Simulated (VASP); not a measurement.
Crystal: TePb.

```
Te Pb
1.0
     0.00000    3.23100    3.23100
     3.23100    0.00000    3.23100
     3.23100    3.23100    0.00000
Te Pb
1 1
Direct
  0.50000 0.50000 0.50000
  0.00000 0.00000 0.00000
```

* Program: VASP 6.6.1
* Task: relaxation of cell and atoms
* Functional: LDA
* Potentials or basis: VASP PAW LDA potentials, release 64 (Te, Pb_d)
* Cutoff: 600 eV
* k mesh: 10 × 10 × 10
* Occupations: gaussian, width 0.03 eV
* Spin: no spin polarisation

At the start: pressure -1.6 GPa; volume 33.73 Å³/atom.

Where does the relaxation end?

Over 3 steps the energy falls by 6.2 meV/atom and the volume is 32.54 Å³/atom (-3.5 %); space group Fm-3m (No. 225, to 0.05 Å).

Step by step:
```tsv
step	energy change (eV)	largest force (eV/Å)	pressure (GPa)	volume (Å³)
1	0.0000	0.0000	-1.63	67.46
2	-0.0105	0.0000	0.71	64.17
3	-0.0125	0.0000	-0.01	65.08
```

Final structure:
```xyz
2
Lattice="0.0000 3.1925 3.1925 3.1925 0.0000 3.1925 3.1925 3.1925 0.0000" Properties=species:S:1:pos:R:3 pbc="T T T"
Te    3.1925    3.1925    3.1925
Pb    0.0000    0.0000    0.0000
```
